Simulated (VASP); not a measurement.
Output of a VASP run:

File OUTCAR:
```
 ion  position               nearest neighbor table
   1  0.667  0.333  0.500-   4 1.95   4 1.95   4 1.95   3 1.96
   2  0.333  0.667  0.000-   3 1.95   3 1.95   3 1.95   4 1.96
   3  0.667  0.333  0.877-   2 1.95   2 1.95   2 1.95   1 1.96
   4  0.333  0.667  0.377-   1 1.95   1 1.95   1 1.95   2 1.96
  LATTYP: Found a hexagonal cell.
 ALAT       =     3.1899999670
 C/A-ratio  =     1.6269592645
 Subroutine PRICEL returns:
 Original cell was already a primitive cell.
 Subroutine GETGRP returns: Found 12 space group operations
The static configuration has the point symmetry C_3v.
 The point group associated with its full space group is C_6v.
The dynamic configuration has the point symmetry C_3v.
 Subroutine INISYM returns: Found 12 space group operations
 Subroutine IBZKPT returns following result:
 Found     42 irreducible k-points:

 Following reciprocal coordinates:
            Coordinates               Weight
  0.000000  0.000000  0.000000      1.000000
  0.100000 -0.000000  0.000000      6.000000
  0.200000 -0.000000  0.000000      6.000000
  0.300000  0.000000  0.000000      6.000000
  0.400000 -0.000000  0.000000      6.000000
  0.500000 -0.000000  0.000000      3.000000
  0.100000  0.100000  0.000000      6.000000
  0.200000  0.100000  0.000000     12.000000
  0.300000  0.100000  0.000000     12.000000
  0.400000  0.100000  0.000000     12.000000
  0.200000  0.200000  0.000000      6.000000
  0.300000  0.200000  0.000000     12.000000
  0.400000  0.200000  0.000000      6.000000
  0.300000  0.300000  0.000000      6.000000
  0.000000  0.000000  0.200000      2.000000
  0.100000 -0.000000  0.200000     12.000000
  0.200000 -0.000000  0.200000     12.000000
  0.300000  0.000000  0.200000     12.000000
  0.400000 -0.000000  0.200000     12.000000
  0.500000 -0.000000  0.200000      6.000000
  0.100000  0.100000  0.200000     12.000000
  0.200000  0.100000  0.200000     24.000000
  0.300000  0.100000  0.200000     24.000000
  0.400000  0.100000  0.200000     24.000000
  0.200000  0.200000  0.200000     12.000000
  0.300000  0.200000  0.200000     24.000000
  0.400000  0.200000  0.200000     12.000000
  0.300000  0.300000  0.200000     12.000000
  0.000000  0.000000  0.400000      2.000000
  0.100000 -0.000000  0.400000     12.000000
  0.200000 -0.000000  0.400000     12.000000
  0.300000  0.000000  0.400000     12.000000
  0.400000 -0.000000  0.400000     12.000000
  0.500000 -0.000000  0.400000      6.000000
  0.100000  0.100000  0.400000     12.000000
  0.200000  0.100000  0.400000     24.000000
  0.300000  0.100000  0.400000     24.000000
  0.400000  0.100000  0.400000     24.000000
  0.200000  0.200000  0.400000     12.000000
  0.300000  0.200000  0.400000     24.000000
   k-points           NKPTS =     42   k-points in BZ     NKDIM =     42   number of bands    NBANDS=     22
   number of dos      NEDOS =    301   number of ions     NIONS =      4
   total plane-waves  NPLWV =  20736
   dimension x,y,z NGX =    24 NGY =   24 NGZ =   36
   dimension x,y,z NGXF=    48 NGYF=   48 NGZF=   72
   ions per type =               2   2
   PREC   = accura    normal or accurate (medium, high low for compatibility)
   ISTART =      0    job   : 0-new  1-cont  2-samecut
   ICHARG =      2    charge: 1-file 2-atom 10-const
   ISPIN  =      1    spin polarized calculation?
   LNONCOLLINEAR =      F non collinear calculations
   LSORBIT =      F    spin-orbit coupling
   INIWAV =      1    electr: 0-lowe 1-rand  2-diag
   ENCUT  =  400.0 eV  29.40 Ry    5.42 a.u.   5.20  5.20  8.46*2*pi/ulx,y,z
   NELM   =    100;   NELMIN=  2; NELMDL= -5     # of ELM steps
   EDIFF  = 0.1E-05   stopping-criterion for ELM
   LREAL  =      F    real-space projection
   NLSPLINE    = F    spline interpolate recip. space projectors
   LMAXMIX     =    4 max onsite mixed and CHGCAR
   VOSKOWN=      0    Vosko Wilk Nusair interpolation
...
```

OSZICAR:
```
       N       E                     dE             d eps       ncg     rms          rms(c)
DAV:   1     0.248995594392E+03    0.24900E+03   -0.16038E+04  1926   0.262E+03
DAV:   2    -0.911340082478E+00   -0.24991E+03   -0.24283E+03  2122   0.473E+02
DAV:   3    -0.306587672286E+02   -0.29747E+02   -0.29298E+02  2106   0.141E+02
DAV:   4    -0.318553363430E+02   -0.11966E+01   -0.11937E+01  2516   0.288E+01
DAV:   5    -0.318732847361E+02   -0.17948E-01   -0.17942E-01  2136   0.327E+00    0.105E+01
DAV:   6    -0.279082673973E+02    0.39650E+01   -0.15300E+01  3348   0.575E+01    0.330E+00
DAV:   7    -0.279473320684E+02   -0.39065E-01   -0.14527E+00  1992   0.952E+00    0.265E+00
DAV:   8    -0.279121055557E+02    0.35227E-01   -0.35245E-01  3174   0.737E+00    0.107E+00
DAV:   9    -0.278860382612E+02    0.26067E-01   -0.12333E-01  3190   0.550E+00    0.332E-01
DAV:  10    -0.278874373817E+02   -0.13991E-02   -0.60531E-03  2562   0.979E-01    0.181E-01
DAV:  11    -0.278866094867E+02    0.82789E-03   -0.41015E-03  3036   0.114E+00    0.389E-02
DAV:  12    -0.278866510060E+02   -0.41519E-04   -0.42452E-04  1956   0.145E-01    0.467E-02
DAV:  13    -0.278866814439E+02   -0.30438E-04   -0.45507E-05  2660   0.764E-02    0.753E-02
DAV:  14    -0.278866543013E+02    0.27143E-04   -0.46141E-04  3176   0.253E-01    0.496E-02
DAV:  15    -0.278866638121E+02   -0.95108E-05   -0.33331E-05  2358   0.495E-02    0.592E-02
DAV:  16    -0.278866485186E+02    0.15294E-04   -0.15274E-05  2216   0.499E-02    0.371E-02
DAV:  17    -0.278866407009E+02    0.78177E-05   -0.17569E-05  2758   0.432E-02    0.142E-02
DAV:  18    -0.278866397590E+02    0.94187E-06   -0.75116E-06  2750   0.229E-02
   1 F= -.27886640E+02 E0= -.27886640E+02  d E =-.129195E-09
```

### OUTCAR
```
------------------------ aborting loop because EDIFF is reached ----------------------------------------
  FORCE on cell =-STRESS in cart. coord.  units (eV):
  Direction    XX          YY          ZZ          XY          YZ          ZX
  --------------------------------------------------------------------------------------
  Total       -2.6033022     -2.6033021     -2.4693265      0.0000000      0.0000000      0.0000000
  in kB      -91.1918056    -91.1918030    -86.4987329      0.0000000      0.0000000      0.0000000
  external PRESSURE =     -89.6274472 kB  Pullay stress =       0.0000000 kB
  volume of cell :       45.74
      direct lattice vectors                 reciprocal lattice vectors
     1.595000000 -2.762621000  0.000000000     0.313479624 -0.180987548  0.000000000
     1.595000000  2.762621000  0.000000000     0.313479624  0.180987548  0.000000000
     0.000000000  0.000000000  5.190000000     0.000000000  0.000000000  0.192678227
  FREE ENERGIE OF THE ION-ELECTRON SYSTEM (eV)
  ---------------------------------------------------
  free  energy   TOTEN  =       -27.8866397590 eV

  energy  without entropy=      -27.8866397589  energy(sigma->0) =      -27.88663976
```
(Selected blocks of OUTCAR.)

POSCAR:
```
GaN
1
    1.5950000000    -2.7626210000     0.0000000000
    1.5950000000     2.7626210000     0.0000000000
    0.0000000000     0.0000000000     5.1900000000
Ga N
2 2
Direct
  0.6666670000   0.3333330000   0.5000000000
  0.3333330000   0.6666670000   0.0000000000
  0.6666670000   0.3333330000   0.8770000000
  0.3333330000   0.6666670000   0.3770000000
```

Write an INCAR and KPOINTS that could have produced this output.

One answer among several that fit: the input of the run itself, LDA (Ceperley-Alder, Perdew-Zunger), plane waves, VASP's LDA PAW potentials (set 64).

KPOINTS:
```
Automatic mesh
0
Gamma
10 10 5
0 0 0
```

### INCAR
```
SYSTEM = GaN
PREC = Accurate
ENCUT = 400
EDIFF = 1E-6
NELM = 100
ALGO = Normal
LREAL = .FALSE.
LASPH = .TRUE.
ISMEAR = -1
SIGMA = 0.05
LMAXMIX = 4
LWAVE = .FALSE.
LCHARG = .FALSE.
ISIF = 2
```

POTCAR, in this order: Ga_d N (LDA.64 set). Program: vasp_std.

At this cut-off the stress carries a Pulay error, which pulls relaxed volumes low.

The structure is a typed GaN crystal (P6_3mc). The cell was not relaxed at this level.
